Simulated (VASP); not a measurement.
An input for Ansatz (written as the equivalent of a VASP run, and not itself run):

Ansatz 0.2 input:
```yaml
crystal:
  lattice:
    - [3.9854344, 0.0000000, 0.0000000]
    - [-1.9927172, 3.4514878, 0.0000000]
    - [0.0000000, 0.0000000, 6.5995658]
  atoms:
    - { symbol: Cd, position: [0.0000000, 0.0000000, 0.0000000] }
    - { symbol: Cd, position: [0.0000000, 1.0000000, 0.5000000] }
    - { symbol: Se, position: [0.3333330, 0.6666670, 0.2500000] }
    - { symbol: Se, position: [0.6666670, 0.3333330, 0.7500000] }
kpoints:
  mp_grid: { grid: [8, 8, 4] }
hamiltonian:
  xc: pbesol
  pseudopotentials: { kind: paw }
scf:
  occupations: { method: methfessel_paxton, width: 0.1 }
  max_iter: 100
relax:
  max_steps: 60
  f_tol: 0.02
  cell: {}
output: { forces: true, stress: true, eigenvalues: true }
```

Question: Translate this input to VASP (INCAR, KPOINTS, POSCAR, choice of POTCAR).

Answer: This is not unique; one that fits is 
### POSCAR
```
CdSe
1.0
  3.9854343521   0.0000000000   0.0000000000
 -1.9927171760   3.4514878028   0.0000000000
  0.0000000000   0.0000000000   6.5995658274
Cd Se
2 2
Cart
  0.0000000000   0.0000000000   0.0000000000
 -1.9927171760   3.4514878028   3.2997829137
 -0.0000019927   2.3009930190   1.6498914569
  1.9927191688   1.1504947838   4.9496743706
```

### INCAR
```
ALGO=Normal
EDIFF=1E-6
EDIFFG=-0.02
ENCUT=400
GGA=PS
IBRION=2
ISIF=3
ISMEAR=1
LASPH=T
LCHARG=F
LMAXMIX=4
LREAL=F
LWAVE=F
NELM=100
NSW=60
PREC=Accurate
SIGMA=0.1
SYSTEM=CdSe
```

**KPOINTS**
```
Automatic mesh
0
Gamma
8 8 4
0 0 0
```

POTCAR, in this order: Cd Se (PBE.64 set). Program: vasp_std.

Limits of the translation: each code has its own PAW files, so the cut-off isn't converted (ENCUT is set for VASP's; basis.ecutwfc is left out, and Ansatz then takes the one that its files recommend); Ansatz stops its SCF on the density residual and VASP on the energy change (EDIFF).

The structure was generated: CdSe was put into the NiAs type type (P6_3/mmc), which need not be its known phase. This run relaxes it. Symmetry was kept, so distortions that lower it aren't found. The start is the result of an earlier pass.
